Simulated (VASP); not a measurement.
# LiPmO2 (R-3m) in VASP: single point with LDA+U

Aim: the single point of LiPmO2 with LDA+U.

Program: VASP 6.6.1. These are calculated values, not measurements. Logs are shortened: lines on timing, memory, paths and dates and some standing lists are left out, and cuts for length are marked.

### 1 The crystal as given

Symmetry: R-3m, No. 166, trigonal system. The conventional cell has a = 3.309 Å, b = 3.309 Å, c = 18.018 Å, α = 90.00°, β = 90.00°, γ = 120.00°. Around Li (site symmetry -3m) lie 6 O at 2.63 Å. Pm (site symmetry -3m) is surrounded by 6 O at 2.26 Å. Around O (site symmetry 3m) lie 3 Pm at 2.26 Å.

The cell comes from a database or a generator and needn't be the stable form of this composition.

### 2 Single point, LDA+U, collinear spin, ferromagnetic start

Input file INCAR:

```
PREC = Accurate
ENCUT = 520
EDIFF = 1E-7
ISMEAR = 0
SIGMA = 0.05
LREAL = F
LASPH = T
NELM = 120
ALGO = Normal
ISIF = 2
LWAVE = F
LCHARG = T
ISPIN = 2
MAGMOM = 0 4 0 0
LORBIT = 11
LMAXMIX = 6
LDAU = T
LDAUTYPE = 2
LDAUL = -1 3 -1
LDAUU = 0 7 0
LDAUJ = 0 0 0
LDAUPRINT = 1
GGA = CA
LELF = T
LVHAR = T
```

Input file KPOINTS:

```
regular mesh
0
Gamma
  7 7 7
```

Input file POSCAR:

```
LiPmO2
1.0
    1.6543610700      0.9551458100      6.0059619700
   -1.6543610700      0.9551458100      6.0059619700
    0.0000000000     -1.9102916100      6.0059619700
Li Pm O
1 1 2
Direct
    0.5000000000      0.5000000000      0.5000000000
    0.0000000000      0.0000000000      0.0000000000
    0.2667000000      0.2667000000      0.2667000000
    0.7333000000      0.7333000000      0.7333000000
```

Potentials or basis: VASP PAW PBE potentials, release 64 (Li_sv, Pm, O).

On the command line:

```bash
cat potpaw_PBE.64/Li_sv/POTCAR potpaw_PBE.64/Pm/POTCAR potpaw_PBE.64/O/POTCAR > POTCAR
mpirun -np 1 vasp_std > vasp.out
```

OUTCAR:

```text
PREC = Accurate
   ENCUT = 520
   EDIFF = 1E-7
   ISMEAR = 0
   LREAL = F
   LASPH = T
   NELM = 120
   ISIF = 2
   ISPIN = 2
   LORBIT = 11
   GGA = CA

 ion  position               nearest neighbor table
   1  0.500  0.500  0.500-
   2  0.000  0.000  0.000-   4 2.26   3 2.26   4 2.26   4 2.26   3 2.26   3 2.26
   3  0.267  0.267  0.267-   2 2.26   2 2.26   2 2.26
   4  0.733  0.733  0.733-   2 2.26   2 2.26   2 2.26

  LATTYP: Found a trigonal (rhomboedric) cell.
 ALAT       =     6.3024434352
 COS(alpha) =     0.8621925538

  Lattice vectors:

 A1 = (   1.6543610700,   0.9551458100,   6.0059619700)
 A2 = (  -1.6543610700,   0.9551458100,   6.0059619700)
 A3 = (   0.0000000000,  -1.9102916100,   6.0059619700)

Analysis of symmetry for initial positions (statically):
=====================================================================
 Subroutine PRICEL returns:
 Original cell was already a primitive cell.

 Routine SETGRP: Setting up the symmetry group for a
 trigonal (rhombohedral) supercell.

 Subroutine GETGRP returns: Found 12 space group operations
 (whereof 12 operations were pure point group operations)
 out of a pool of 12 trial point group operations.

The static configuration has the point symmetry D_3d.

Analysis of symmetry for dynamics (positions and initial velocities):
=====================================================================
 Subroutine PRICEL returns:
 Original cell was already a primitive cell.

 Routine SETGRP: Setting up the symmetry group for a
 trigonal (rhombohedral) supercell.

 Subroutine GETGRP returns: Found 12 space group operations
 (whereof 12 operations were pure point group operations)
 out of a pool of 12 trial point group operations.

The dynamic configuration has the point symmetry D_3d.

Analysis of structural, dynamic, and magnetic symmetry:
[... 193 lines left out ...]
  o =  0.9775  v =  0.4643 -0.0000  0.0000  0.8857 -0.0000  0.0000 -0.0000  0.0000  0.0000  0.0000  0.0000  0.0000  0.0000  0.0000      0.0000  0.0000  0.0000  0.0000  0.0000  0.0000  0.0000  0.0000  0.0000  0.0000  0.0000  0.0000  0.0000  0.0000
  o =  0.9868  v =  0.0000  0.0000 -0.0000  0.0000  0.0000 -0.0000  1.0000  0.0000  0.0000  0.0000  0.0000  0.0000  0.0000  0.0000      0.0000  0.0000  0.0000  0.0000  0.0000  0.0000  0.0000  0.0000  0.0000  0.0000  0.0000  0.0000  0.0000  0.0000
  o =  0.9934  v = -0.0000 -0.0000  0.6911 -0.0000 -0.0000  0.7227  0.0000  0.0000  0.0000  0.0000  0.0000  0.0000  0.0000  0.0000      0.0000  0.0000  0.0000  0.0000  0.0000  0.0000  0.0000  0.0000  0.0000  0.0000  0.0000  0.0000  0.0000  0.0000
  o =  0.9934  v = -0.0000 -0.7227 -0.0000 -0.0000 -0.6911 -0.0000  0.0000  0.0000  0.0000  0.0000  0.0000  0.0000  0.0000  0.0000      0.0000  0.0000  0.0000  0.0000  0.0000  0.0000  0.0000  0.0000  0.0000  0.0000  0.0000  0.0000  0.0000  0.0000

 number of electron      30.0000005 magnetization       3.9985759

 Free energy of the ion-electron system (eV)
  ---------------------------------------------------
  ext. energy  EPLUGINS =         0.00000000
  ---------------------------------------------------
  free energy    TOTEN  =       -30.19711201 eV

  energy without entropy =      -30.19711201  energy(sigma->0) =      -30.19711201

 E-fermi :   3.2887     XC(G=0): -10.2792

 val. band max:        2.9852338222   @ k =   0.0000   0.0000   0.0000
 cond. band min:       6.2341205887   @ k =   0.0000   0.0000   0.0000
 fundamental gap:      3.2488867665
 Fermi energy:         3.2887234946

 spin component 1

 k-point     1 :       0.0000    0.0000    0.0000
  band No.  band energies     occupation
      1     -41.4025      1.00000
      2     -33.6500      1.00000
      3     -15.9348      1.00000
      4     -13.2391      1.00000
      5     -13.2391      1.00000
      6     -12.8970      1.00000
[... 1145 lines left out ...]
     20       9.8515      0.00000
     21      10.1978      0.00000

 [... further k-points ...]

------------------------ aborting loop because EDIFF is reached ----------------------------------------

  FORCE on cell =-STRESS in cart. coord.  units (eV):
  Direction    XX          YY          ZZ          XY          YZ          ZX
  --------------------------------------------------------------------------------------
  -------------------------------------------------------------------------------------
  Total        6.0094272      6.0094272     -2.5417795      0.0000000     -0.0000000      0.0000000
  in kB      169.0868596    169.0868587    -71.5178830      0.0000000     -0.0000000      0.0000000
  external PRESSURE =      88.8852784 kB  Pullay stress =       0.0000000 kB

 VOLUME and BASIS-vectors are now :
 -----------------------------------------------------------------------------
  energy-cutoff  :      520.00
  volume of cell :       56.94
      direct lattice vectors                 reciprocal lattice vectors
     1.654361070  0.955145810  6.005961970     0.302231483  0.174493429  0.055500407
    -1.654361070  0.955145810  6.005961970    -0.302231483  0.174493429  0.055500407
     0.000000000 -1.910291610  6.005961970     0.000000000 -0.348986857  0.055500407

 POSITION                                       TOTAL-FORCE (eV/Angst)
 -----------------------------------------------------------------------------------
      0.00000      0.00000      9.00894        -0.000000     -0.000000     -0.000000
      0.00000      0.00000      0.00000         0.000000     -0.000000     -0.000000
      0.00000      0.00000      4.80537        -0.000000     -0.000000     -1.705485
      0.00000      0.00000     13.21252        -0.000000      0.000000      1.705485
 -----------------------------------------------------------------------------------
    total drift:                                0.000000      0.000000     -0.000000

  FREE ENERGIE OF THE ION-ELECTRON SYSTEM (eV)
  ---------------------------------------------------
  free  energy   TOTEN  =       -30.1971120075 eV

  energy  without entropy=      -30.1971120075  energy(sigma->0) =      -30.19711201

 total charge

# of ion       s       p       d       f       tot
--------------------------------------------------
    1        1.999   0.029   0.000   0.000   2.028
    2        2.017   5.681   0.679   4.092  12.469
    3        1.557   3.436   0.000   0.000   4.993
    4        1.557   3.436   0.000   0.000   4.993
--------------------------------------------------
tot          7.128  12.583   0.679   4.092  24.482

 magnetization (x)

# of ion       s       p       d       f       tot
--------------------------------------------------
    1       -0.000  -0.000   0.000   0.000  -0.000
    2       -0.007   0.009   0.037   3.931   3.970
    3       -0.002  -0.026   0.000   0.000  -0.029
    4       -0.002  -0.026   0.000   0.000  -0.029
--------------------------------------------------
tot         -0.011  -0.043   0.037   3.931   3.913
```

Wall time 13 min (1 thread of Intel Xeon Platinum 8488C (Sapphire Rapids), shared host); peak memory 0.35 GiB.

Results:

| Item | Value |
| --- | --- |
| Free energy | -30.1971 eV |
| Largest force | 1.705 eV/Å |
| Band gap on the k mesh | 3.25 eV, direct |
| Net moment | 4.00 μB per cell |
| Site moments | Li -0.00; Pm +3.97; O -0.03 μB |
| Valence electrons inside the program's atomic spheres | Li 2.03; Pm 12.47; O 4.99 |

Forces on the atoms (eV/Å):
```
Li   0.000  0.000  0.000
Pm   0.000  0.000  0.000
O    0.000  0.000 -1.705
O    0.000  0.000  1.705
```

Levels at points of the mesh, in eV from the valence-band top:
Spin up:
| k point | band 15 | band 16 | band 17 | band 18 | band 19 | band 20 |
| --- | --- | --- | --- | --- | --- | --- |
| (0.00, 0.00, 0.00) | -1.71 | 0.00 | 0.00 | 3.25 | 4.58 | 4.58 |
Spin down:
| k point | band 9 | band 10 | band 11 | band 12 | band 13 | band 14 | band 15 | band 16 | band 17 | band 18 |
| --- | --- | --- | --- | --- | --- | --- | --- | --- | --- | --- |
| (0.00, 0.00, 0.00) | -2.60 | -2.60 | -1.70 | -0.76 | -0.76 | 3.33 | 6.32 | 6.54 | 6.54 | 6.63 |

Eigenvalues of the final occupation matrices:
```
    site  spin  trace                         eigenvalues
site 2 f     1   4.02  0.01 0.01 0.04 0.98 0.99 0.99 0.99
site 2 f     2   0.08  0.00 0.01 0.01 0.01 0.02 0.02 0.03
```

Caveat: the cutoff is under 1.25 times the usual one of these potentials, so pressure, stress and relaxed cells hold a basis-set (Pulay) error; the magnetic or orbital state may not be the lowest; the PAW data sets were made with another functional, which shifts forces and pressure a little; spin-orbit coupling is left out, which moves the levels of the heavy elements; an odd mesh through Γ misses points on the zone boundary, where band edges often lie.
